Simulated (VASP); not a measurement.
VASP input:

File POSCAR:
```
CdSe
1.0
  4.0149250000   0.0000000000   0.0000000000
  0.0000000000   4.0149250000   0.0000000000
  0.0000000000   0.0000000000   7.0695070000
Cd Se
2 2
Direct
  0.0000000000   0.5000000000   0.0000000000
  0.5000000000   0.0000000000   0.5000000000
  0.0000000000   0.0000000000   0.2500000000
  0.0000000000   0.0000000000   0.7500000000
```

INCAR:
```
# general
SYSTEM  = CdSe
PREC    = Accurate
ENCUT   = 300   # plane-wave cut-off (eV)
LREAL   = .FALSE.   # projection in real space or not
LASPH   = .TRUE.

# electronic loop
EDIFF   = 1E-6
NELM    = 100
ALGO    = Normal
LMAXMIX = 4

# smearing
ISMEAR  = -1   # Fermi-Dirac
SIGMA   = 0.1   # width (eV)

# functional
GGA     = PE

# ions
ISIF    = 2

# output
LWAVE   = .FALSE.
LCHARG  = .FALSE.
```

KPOINTS:
```
kpoints
0
Gamma
5 5 3
```

POTCAR, in this order: Cd Se (PBE.64 set). Program: vasp_std.

Write an equivalent input for Ansatz.

One equivalent input (not run):
Ansatz 0.2 input:
```yaml
crystal:
  lattice:
    - [4.0149250, 0.0000000, 0.0000000]
    - [0.0000000, 4.0149250, 0.0000000]
    - [0.0000000, 0.0000000, 7.0695070]
  atoms:
    - { symbol: Cd, position: [0.0000000, 0.5000000, 0.0000000] }
    - { symbol: Cd, position: [0.5000000, 0.0000000, 0.5000000] }
    - { symbol: Se, position: [0.0000000, 0.0000000, 0.2500000] }
    - { symbol: Se, position: [0.0000000, 0.0000000, 0.7500000] }
kpoints:
  mp_grid: { grid: [5, 5, 3] }
hamiltonian:
  xc: pbe
  pseudopotentials: { kind: paw }
scf:
  occupations: { method: fermi_dirac, width: 0.1 }
  max_iter: 100
output: { forces: true, stress: true, eigenvalues: true }
```
Limits of the translation: each code has its own PAW files, so the cut-off isn't converted (ENCUT is set for VASP's; basis.ecutwfc is left out, and Ansatz then takes the one that its files recommend); Ansatz stops its SCF on the density residual and VASP on the energy change (EDIFF).

The structure was generated: CdSe was put into an ordered model structure, which need not be its known phase. The cell was not relaxed at this level. The k-mesh is coarse (spacing up to 0.31 per Å, 2π included), so the numbers may not be converged in it.
